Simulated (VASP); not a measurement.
OSZICAR of a VASP run on TiCo (CsCl type):

### OSZICAR
```
       N       E                     dE             d eps       ncg     rms          rms(c)
DAV:   1     0.158117702162E+03    0.15812E+03   -0.10446E+04  1568   0.187E+03
DAV:   2    -0.299042116470E+01   -0.16111E+03   -0.15838E+03  1580   0.410E+02
DAV:   3    -0.125622236784E+02   -0.95718E+01   -0.95007E+01  2540   0.109E+02
DAV:   4    -0.128444068713E+02   -0.28218E+00   -0.28096E+00  1884   0.153E+01
DAV:   5    -0.128547494356E+02   -0.10343E-01   -0.10342E-01  2300   0.270E+00    0.128E+01
DAV:   6    -0.107165651378E+02    0.21382E+01   -0.12359E+01  2066   0.530E+01    0.495E+00
DAV:   7    -0.138630778555E+02   -0.31465E+01   -0.28471E+01  2606   0.481E+01    0.254E+01
DAV:   8    -0.104769118231E+02    0.33862E+01   -0.19347E+01  2398   0.411E+01    0.183E+00
DAV:   9    -0.105128236223E+02   -0.35912E-01   -0.25604E-01  1818   0.472E+00    0.181E+00
DAV:  10    -0.104983725383E+02    0.14451E-01   -0.71787E-02  2366   0.340E+00    0.564E-01
DAV:  11    -0.104967623488E+02    0.16102E-02   -0.39127E-03  2062   0.677E-01    0.390E-01
DAV:  12    -0.104956280354E+02    0.11343E-02   -0.38709E-03  2202   0.573E-01    0.109E-01
DAV:  13    -0.104955318443E+02    0.96191E-04   -0.35052E-04  2270   0.159E-01    0.400E-02
DAV:  14    -0.104955241120E+02    0.77323E-05   -0.27306E-05  2494   0.531E-02    0.138E-02
DAV:  15    -0.104955220313E+02    0.20807E-05   -0.14141E-05  2162   0.374E-02    0.163E-03
DAV:  16    -0.104955221048E+02   -0.73531E-07   -0.31751E-07   868   0.788E-03
   1 F= -.10495522E+02 E0= -.10495636E+02  d E =-.104955E+02
       N       E                     dE             d eps       ncg     rms          rms(c)
DAV:   1    -0.129660311657E+02   -0.24705E+01   -0.52791E+01  1652   0.110E+02    0.147E+01
DAV:   2    -0.159012733564E+02   -0.29352E+01   -0.52032E+01  1896   0.102E+02    0.203E+01
DAV:   3    -0.105749103911E+02    0.53264E+01   -0.25750E+01  2266   0.700E+01    0.507E+00
DAV:   4    -0.104430879263E+02    0.13182E+00   -0.16121E+00  2242   0.123E+01    0.145E+00
DAV:   5    -0.104597042942E+02   -0.16616E-01   -0.22075E-01  2304   0.537E+00    0.154E+00
DAV:   6    -0.104725238868E+02   -0.12820E-01   -0.65106E-02  2432   0.261E+00    0.661E-01
DAV:   7    -0.104872878653E+02   -0.14764E-01   -0.33119E-02  2244   0.124E+00    0.997E-02
DAV:   8    -0.104876923028E+02   -0.40444E-03   -0.40548E-03  1946   0.490E-01    0.975E-02
DAV:   9    -0.104879257265E+02   -0.23342E-03   -0.66657E-04  1616   0.244E-01    0.587E-02
DAV:  10    -0.104879144244E+02    0.11302E-04   -0.15238E-04  2242   0.940E-02    0.155E-02
DAV:  11    -0.104879139271E+02    0.49734E-06   -0.68357E-06  1920   0.235E-02
   2 F= -.10487914E+02 E0= -.10488246E+02  d E =0.760818E-02
       N       E                     dE             d eps       ncg     rms          rms(c)
DAV:   1    -0.112123668460E+02   -0.72445E+00   -0.14930E+01  1688   0.632E+01    0.749E+00
DAV:   2    -0.129737873762E+02   -0.17614E+01   -0.21205E+01  2414   0.536E+01    0.207E+01
DAV:   3    -0.105312372135E+02    0.24426E+01   -0.17902E+01  2354   0.422E+01    0.201E+00
DAV:   4    -0.105282786694E+02    0.29585E-02   -0.23257E-01  1646   0.411E+00    0.160E+00
DAV:   5    -0.105217942105E+02    0.64845E-02   -0.72829E-02  2320   0.219E+00    0.940E-01
DAV:   6    -0.105224890642E+02   -0.69485E-03   -0.21985E-03  1818   0.509E-01    0.841E-01
DAV:   7    -0.105232198568E+02   -0.73079E-03   -0.30622E-02  2292   0.172E+00    0.105E-01
DAV:   8    -0.105232861333E+02   -0.66277E-04   -0.15534E-03  1768   0.451E-01    0.934E-02
DAV:   9    -0.105233021596E+02   -0.16026E-04   -0.25153E-04  2080   0.185E-01    0.180E-02
DAV:  10    -0.105233032746E+02   -0.11150E-05   -0.28513E-05  2100   0.465E-02    0.315E-03
DAV:  11    -0.105233032260E+02    0.48582E-07   -0.81247E-07  1026   0.103E-02
   3 F= -.10523303E+02 E0= -.10523515E+02  d E =-.277811E-01
```

**Question.** Which electronic solver shows in the log?

**Answer.** It is blocked Davidson (ALGO = Normal, or the opening steps of other solvers). The INCAR had ALGO = Normal.

**Question.** How was spin treated?

**Answer.** Without spin polarisation: there is no mag entry.

**Question.** Can the final energy be trusted as converged?

**Answer.** The calculation finished and met its thresholds. It stopped with EDIFF = 1E-6, NELM = 100, NSW = 60 and EDIFFG = -0.01 after 3 ionic steps (optB86b-vdW, plane waves, VASP's PBE PAW potentials (set 64)). Energy and stress use the plane-wave basis of the starting cell.

The compound is TiCo in the CsCl type structure. This run relaxes it. Symmetry was kept, so distortions that lower it aren't found. The run is not spin-polarised, so no magnetic state was tried. The electron count is odd and the run is not spin-polarised, which forces a metal.
